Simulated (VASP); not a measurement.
InSe:

```
CELL_PARAMETERS angstrom
4.05000 0.00000 0.00000
-2.02500 3.50740 0.00000
0.00000 0.00000 16.93000
ATOMIC_POSITIONS crystal
In 0.33333 0.66667 0.15700
In 0.66667 0.33333 0.65700
In 0.33333 0.66667 0.34300
In 0.66667 0.33333 0.84300
Se 0.33333 0.66667 0.60200
Se 0.66667 0.33333 0.10200
Se 0.33333 0.66667 0.89800
Se 0.66667 0.33333 0.39800
```

Base run:

- Program: VASP 6.6.1
- Functional: PBE0
- Potentials or basis: VASP PAW PBE potentials, release 64 (In_d, Se)
- Cutoff: 400 eV
- k mesh: 6 × 6 × 1
- Occupations: gaussian, width 0.02 eV
- Spin: no spin polarisation

Its results: band gap on the k mesh 0.96 eV, direct; pressure 5.4 GPa; largest force 2.903 eV/Å.

Q: The run is repeated on the same cell with these changes: functional from PBE0 to HSE06; k mesh from 6 × 6 × 1 to 3 × 3 × 1. What comes out?

A: Band gap on the k mesh 0.31 eV, direct; pressure 6.4 GPa; largest force 2.842 eV/Å.

Several settings changed at once, so the effect can't be laid on one alone.

Caveats: some runs use coarse meshes; the PAW data sets were made with another functional, which shifts forces and pressure a little; spin-orbit coupling is left out, which moves the levels of the heavy elements; an odd mesh through Γ misses points on the zone boundary, where band edges often lie; this functional lacks dispersion, which binds the layers, so the pressure and a relaxed spacing across them are unreliable.

Not every run made on this cell is shown here.
